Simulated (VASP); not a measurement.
Here is the system:

```yaml
crystal:
  lattice:
    - [0.00000, 4.36229, 4.24719]
    - [2.49737, 0.00000, 4.24719]
    - [2.49737, 4.36229, 0.00000]
  atoms:
    - { symbol: Ti, position: [0.00000, 0.00000, 0.00000] }
    - { symbol: Ti, position: [0.25000, 0.25000, 0.25000] }
    - { symbol: Ge, position: [0.66866, 0.66866, 0.33134] }
    - { symbol: Ge, position: [0.33134, 0.33134, 0.66866] }
    - { symbol: Ge, position: [0.58134, 0.58134, 0.91866] }
    - { symbol: Ge, position: [0.91866, 0.91866, 0.58134] }
```

The numbers are results of PBEsol GGA with spin-orbit coupling, VASP's PBE PAW potentials (set 64) (plane waves; VASP), not measurements. Numerical set-up: 400 eV cut-off, 7×7×7 Γ-centred mesh, Gaussian smearing of 0.050 eV, potentials Ti_sv Ge_d.

**Question.** Give the energies of bands 73 to 86 at the high-symmetry points, in eV from the Fermi level.

**Answer.** 
```
band      Γ      Y      T      Z     Σ0     C0      L
----  -----  -----  -----  -----  -----  -----  -----
73    -2.03  -1.62  -1.24  -2.36  -1.32  -1.85  -1.83
74    -2.03  -1.62  -1.24  -2.36  -1.32  -1.85  -1.83
75    -1.95  -1.62  -1.24  -2.36  -0.54  -1.81  -1.12
76    -1.95  -1.62  -1.24  -2.36  -0.54  -1.81  -1.12
77    -1.74  -0.95  -0.58  -0.83  -0.17  -1.41  -0.06
78    -1.74  -0.95  -0.58  -0.83  -0.17  -1.41  -0.06
79    -1.49  -0.95  -0.58  -0.83   0.10  -1.40   0.23
80    -1.49  -0.95  -0.58  -0.83   0.10  -1.40   0.23
81    -0.88   0.89   0.99   1.17   0.89   0.94   0.86
82    -0.88   0.89   0.99   1.17   0.89   0.94   0.86
83     1.70   0.89   0.99   1.17   0.98   0.97   1.30
84     1.70   0.89   0.99   1.17   0.98   0.97   1.30
85     2.40   2.89   1.87   2.44   1.50   1.76   1.60
86     2.40   2.89   1.87   2.44   1.50   1.76   1.60
```

It has no gap at this level: it comes out as a metal or semimetal.

The structure comes from a measured TiGe2 entry (Fddd) of the Crystallography Open Database, whose conditions weren't checked. It was relaxed first.
